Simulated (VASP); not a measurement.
Method: PBE GGA, VASP's PBE PAW potentials (set 64) (plane waves; VASP).

A VASP calculation is set up with these files.

**INCAR**
```
# general
SYSTEM  = Eu
PREC    = Accurate
ENCUT   = 480   # plane-wave cut-off (eV)
LREAL   = .False.
LASPH   = .True.   # aspherical one-centre terms

# electronic loop
EDIFF   = 1E-7   # SCF stop (eV)
NELM    = 100   # most electronic steps
ALGO    = Normal   # blocked Davidson
LMAXMIX = 6   # l cut-off of mixed one-centre charges

# smearing
ISMEAR  = 1   # Methfessel-Paxton
SIGMA   = 0.1

# functional
GGA     = PE

# ions
ISIF    = 2   # forces and stress, cell fixed

# output
LWAVE   = .False.
LCHARG  = .False.
```

POSCAR:
```
Eu
1
   -2.2276439632     2.2276439632     2.2276439632
    2.2276439632    -2.2276439632     2.2276439632
    2.2276439632     2.2276439632    -2.2276439632
Eu
1
Direct
  0.0000000000   0.0000000000   0.0000000000
```

KPOINTS:
```
Automatic mesh
0
Gamma
10 10 10
0 0 0
```

POTCAR, in this order: Eu_2 (PBE.64 set). Program: vasp_std.

The resulting files:

**OSZICAR**
```
       N       E                     dE             d eps       ncg     rms          rms(c)
DAV:   1     0.717959180955E+01    0.71796E+01   -0.36910E+03   784   0.765E+02
DAV:   2    -0.170807003891E+01   -0.88877E+01   -0.87607E+01  1112   0.961E+01
DAV:   3    -0.183866292250E+01   -0.13059E+00   -0.12300E+00   976   0.835E+00
DAV:   4    -0.183996548830E+01   -0.13026E-02   -0.12975E-02  1264   0.134E+00
DAV:   5    -0.183997011475E+01   -0.46265E-05   -0.46265E-05   984   0.506E-02    0.686E+00
DAV:   6    -0.185284569608E+01   -0.12876E-01   -0.15251E-03  1184   0.434E-01    0.409E+00
DAV:   7    -0.186021039389E+01   -0.73647E-02   -0.36781E-03  1112   0.635E-01    0.563E-02
DAV:   8    -0.186023340416E+01   -0.23010E-04   -0.11910E-04  1264   0.910E-02    0.182E-02
DAV:   9    -0.186023901883E+01   -0.56147E-05   -0.76400E-06  1208   0.235E-02    0.578E-03
DAV:  10    -0.186023884066E+01    0.17817E-06   -0.13721E-06  1136   0.914E-03    0.161E-03
DAV:  11    -0.186023891895E+01   -0.78292E-07   -0.24142E-08   688   0.140E-03
   1 F= -.18602389E+01 E0= -.18602475E+01  d E =0.257423E-04
```

OUTCAR:
```
------------------------ aborting loop because EDIFF is reached ----------------------------------------
  FORCE on cell =-STRESS in cart. coord.  units (eV):
  Direction    XX          YY          ZZ          XY          YZ          ZX
  --------------------------------------------------------------------------------------
  Total        0.0009770      0.0009770      0.0009770      0.0000000      0.0000000     -0.0000000
  in kB        0.0354021      0.0354021      0.0354021      0.0000000      0.0000000     -0.0000000
  external PRESSURE =       0.0354021 kB  Pullay stress =       0.0000000 kB
  volume of cell :       44.22
      direct lattice vectors                 reciprocal lattice vectors
    -2.227643963  2.227643963  2.227643963     0.000000000  0.224452385  0.224452385
     2.227643963 -2.227643963  2.227643963     0.224452385  0.000000000  0.224452385
     2.227643963  2.227643963 -2.227643963     0.224452385  0.224452385  0.000000000
 POSITION                                       TOTAL-FORCE (eV/Angst)
 -----------------------------------------------------------------------------------
      0.00000      0.00000      0.00000         0.000000     -0.000000      0.000000
 -----------------------------------------------------------------------------------
    total drift:                                0.000000     -0.000000      0.000000
  FREE ENERGIE OF THE ION-ELECTRON SYSTEM (eV)
  ---------------------------------------------------
  free  energy   TOTEN  =        -1.8602389190 eV

  energy  without entropy=       -1.8602646612  energy(sigma->0) =       -1.86024750
```
(Selected blocks of OUTCAR.)

The 4f electrons are frozen in the core of the lanthanide potential, so 4f levels, which can set the real gap, and their magnetism are missing.

The compound is Eu in the bcc structure. It was relaxed first, which changed the volume by -8 %.
